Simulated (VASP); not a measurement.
Input:

```xyz
5
Lattice="3.7842 0.0000 0.0000 0.0000 3.7842 0.0000 0.0000 0.0000 3.7842" Properties=species:S:1:pos:R:3 pbc="T T T"
Sr     0.0000     0.0000     0.0000
V      1.8921     1.8921     1.8921
O      1.8921     0.0000     1.8921
O      0.0000     1.8921     1.8921
O      1.8921     1.8921     0.0000
```

Level of theory: vdW-DF-cx, VASP's PBE PAW potentials (set 64) (plane waves; VASP). Settings: 520 eV cut-off, 8×8×8 Γ-centred mesh, first-order Methfessel-Paxton smearing of 0.10 eV, potentials Sr_sv V_sv O.

Task: Predict the energy per atom (σ→0), pressure, band gap (on the k-mesh) with the smallest direct gap where there is one.

Result: 
```json
{
  "band gap (on the k-mesh)": "none (metal, semimetal or under 0.01 eV)",
  "energy per atom (σ→0)": "-6.029 eV/atom",
  "pressure": "6.60 GPa"
}
```

The compound is SrVO3 in the cubic perovskite structure. This cell is one point of a volume scan, at 0.97 of the reference volume. The run is not spin-polarised, so no magnetic state was tried. The electron count is odd and the run is not spin-polarised, which forces a metal.
